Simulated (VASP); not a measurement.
These are PBEsol GGA, VASP's PBE PAW potentials (set 64) (plane waves; VASP 6.6.1) values and carry that method's errors.

Input for VASP

**KPOINTS**
```
K-points
0
Gamma
7 7 1
```

### INCAR
```
LREAL  =  .FALSE.
SYSTEM  =  InSe
GGA  =  PS
LORBIT  =  11   ! lm-projected
LCHARG  =  .TRUE.
ALGO  =  Normal
NEDOS  =  601   ! DOS grid
PREC  =  Accurate
ISMEAR  =  -5
LWAVE  =  .FALSE.
NELM  =  100   ! most electronic steps
LASPH  =  .TRUE.   ! aspherical one-centre terms
LEFG  =  .TRUE.
LMAXMIX  =  4
ISIF  =  2   ! forces and stress, cell fixed
EDIFF  =  1E-7
ENCUT  =  400   ! plane-wave cut-off (eV)
```

### POSCAR
```
InSe
1
    4.0043593344     0.0000000000    -0.0000000000
   -2.0021796673     3.4678769375     0.0000000000
   -0.0000000000     0.0000000000    23.7460500614
In Se
2 2
Direct
  0.6666670000   0.3333330000   0.4415799074
  0.6666670000   0.3333330000   0.5584200926
  0.3333330000   0.6666670000   0.3875241562
  0.3333330000   0.6666670000   0.6124758438
```

POTCAR, in this order: In_d Se (PBE.64 set). Program: vasp_std.

The run wrote:

OSZICAR:
```
       N       E                     dE             d eps       ncg     rms          rms(c)
DAV:   1     0.286900698791E+03    0.28690E+03   -0.14067E+04   400   0.112E+03
DAV:   2     0.147679963273E+02   -0.27213E+03   -0.26917E+03   417   0.312E+02
DAV:   3    -0.151343458713E+02   -0.29902E+02   -0.29782E+02   483   0.131E+02
DAV:   4    -0.160048196071E+02   -0.87047E+00   -0.86961E+00   438   0.284E+01
DAV:   5    -0.160401139081E+02   -0.35294E-01   -0.35290E-01   600   0.465E+00    0.655E+00
DAV:   6    -0.155945757225E+02    0.44554E+00   -0.10440E+00   517   0.180E+01    0.389E+00
DAV:   7    -0.155595123034E+02    0.35063E-01   -0.45655E-01   549   0.588E+00    0.874E-01
DAV:   8    -0.155546940254E+02    0.48183E-02   -0.45800E-02   563   0.282E+00    0.607E-01
DAV:   9    -0.155546640890E+02    0.29936E-04   -0.64628E-03   470   0.460E-01    0.135E-01
DAV:  10    -0.155545771743E+02    0.86915E-04   -0.44114E-04   609   0.255E-01    0.757E-02
DAV:  11    -0.155545032848E+02    0.73890E-04   -0.32706E-04   445   0.964E-02    0.283E-02
DAV:  12    -0.155545267791E+02   -0.23494E-04   -0.19791E-05   546   0.303E-02    0.151E-02
DAV:  13    -0.155545924443E+02   -0.65665E-04   -0.63719E-05   488   0.400E-02    0.962E-03
DAV:  14    -0.155546178482E+02   -0.25404E-04   -0.41346E-06   569   0.245E-02    0.689E-03
DAV:  15    -0.155547066556E+02   -0.88807E-04   -0.11159E-05   481   0.125E-02    0.292E-03
DAV:  16    -0.155547326760E+02   -0.26020E-04   -0.19293E-06   381   0.738E-03    0.225E-03
DAV:  17    -0.155547550113E+02   -0.22335E-04   -0.63600E-07   352   0.396E-03    0.658E-04
DAV:  18    -0.155547629302E+02   -0.79189E-05   -0.31077E-07   350   0.186E-03    0.868E-04
DAV:  19    -0.155547659831E+02   -0.30529E-05   -0.26383E-07   329   0.177E-03    0.414E-04
DAV:  20    -0.155547681709E+02   -0.21878E-05   -0.62206E-08   303   0.181E-03    0.475E-04
DAV:  21    -0.155547700897E+02   -0.19188E-05   -0.53585E-08   305   0.856E-04    0.326E-04
DAV:  22    -0.155547714133E+02   -0.13236E-05   -0.37782E-08   310   0.704E-04    0.113E-04
DAV:  23    -0.155547718725E+02   -0.45916E-06   -0.11328E-08   310   0.380E-04    0.143E-04
DAV:  24    -0.155547719646E+02   -0.92144E-07   -0.18851E-09   268   0.247E-04
   1 F= -.15554772E+02 E0= -.15554772E+02  d E =0.000000E+00
```

File OUTCAR:
```
------------------------ aborting loop because EDIFF is reached ----------------------------------------
  FORCE on cell =-STRESS in cart. coord.  units (eV):
  Direction    XX          YY          ZZ          XY          YZ          ZX
  --------------------------------------------------------------------------------------
  Total       -0.1720365     -0.1720365     -0.1002733      0.0000000      0.0000000     -0.0000000
  in kB       -0.8358782     -0.8358782     -0.4872008      0.0000000      0.0000000     -0.0000000
  external PRESSURE =      -0.7196524 kB  Pullay stress =       0.0000000 kB
  volume of cell :      329.75
      direct lattice vectors                 reciprocal lattice vectors
     4.004359334  0.000000000  0.000000000     0.249727838  0.144180433  0.000000000
    -2.002179667  3.467876937  0.000000000     0.000000000  0.288360867  0.000000000
     0.000000000  0.000000000 23.746050061     0.000000000  0.000000000  0.042112267
 POSITION                                       TOTAL-FORCE (eV/Angst)
 -----------------------------------------------------------------------------------
      2.00218      1.15596     10.48578         0.000000     -0.000000     -0.010686
      2.00218      1.15596     13.26027        -0.000000     -0.000000      0.010686
     -0.00000      2.31192      9.20217        -0.000000      0.000000      0.015185
     -0.00000      2.31192     14.54388        -0.000000     -0.000000     -0.015185
 -----------------------------------------------------------------------------------
    total drift:                               -0.000347      0.000200      0.000000
  FREE ENERGIE OF THE ION-ELECTRON SYSTEM (eV)
  ---------------------------------------------------
  free  energy   TOTEN  =       -15.5547719646 eV

  energy  without entropy=      -15.5547719646  energy(sigma->0) =      -15.55477196

 total charge

# of ion       s       p       d       tot
------------------------------------------
    1        0.857   0.677   9.885  11.419
    2        0.857   0.677   9.885  11.419
    3        1.472   2.329   0.022   3.823
    4        1.472   2.329   0.022   3.823
--------------------------------------------------
tot          4.658   6.012  19.814  30.484
```
(Selected blocks of OUTCAR.)

OUTCAR:
```
 val. band max:       -2.7391381981   @ k =   0.1429   0.0000   0.0000

 cond. band min:      -1.1263841701   @ k =   0.0000   0.0000   0.0000


 Fermi energy:        -2.7208192959

 k-point     1 :       0.0000    0.0000    0.0000
  band No.  band energies     occupation
      1     -16.7130      2.00000
      2     -16.5143      2.00000
      3     -16.5143      2.00000
      4     -16.4246      2.00000
      5     -16.4246      2.00000
      6     -16.4162      2.00000
      7     -16.4162      2.00000
      8     -16.2303      2.00000
      9     -16.2303      2.00000
     10     -16.2197      2.00000
     11     -15.3506      2.00000
     12     -15.1946      2.00000
     13      -8.1642      2.00000
     14      -5.8102      2.00000
     15      -3.2037      2.00000
     16      -3.2037      2.00000
     17      -3.1256      2.00000
     18      -3.1256      2.00000
     19      -2.8139      2.00000
     20      -1.1264      0.00000
     21       0.0356      0.00000
     22       2.3260      0.00000
     23       2.3260      0.00000

 k-point     2 :       0.1429    0.0000    0.0000
  band No.  band energies     occupation
      1     -16.7146      2.00000
      2     -16.5841      2.00000
      3     -16.5117      2.00000
      4     -16.5106      2.00000
      5     -16.4221      2.00000
      6     -16.4100      2.00000
      7     -16.4053      2.00000
      8     -16.2710      2.00000
      9     -16.2320      2.00000
     10     -16.1508      2.00000
     11     -15.1369      2.00000
     12     -14.9960      2.00000
     13      -8.0629      2.00000
     14      -5.9046      2.00000
     15      -4.2046      2.00000
     16      -4.0253      2.00000
     17      -3.4485      2.00000
     18      -3.3421      2.00000
     19      -2.7391      2.00000
     20      -0.3065      0.00000
     21       0.7806      0.00000
     22       1.5889      0.00000
     23       2.5078      0.00000

 k-point     3 :       0.2857    0.0000    0.0000
...
```

The cell holds a wide vacuum, so values per volume refer to the whole cell. Unless said otherwise, spin-orbit coupling is left out, though it shifts the bands of the heavy elements here.

The cell is a sheet with vacuum, built from a generated structure.
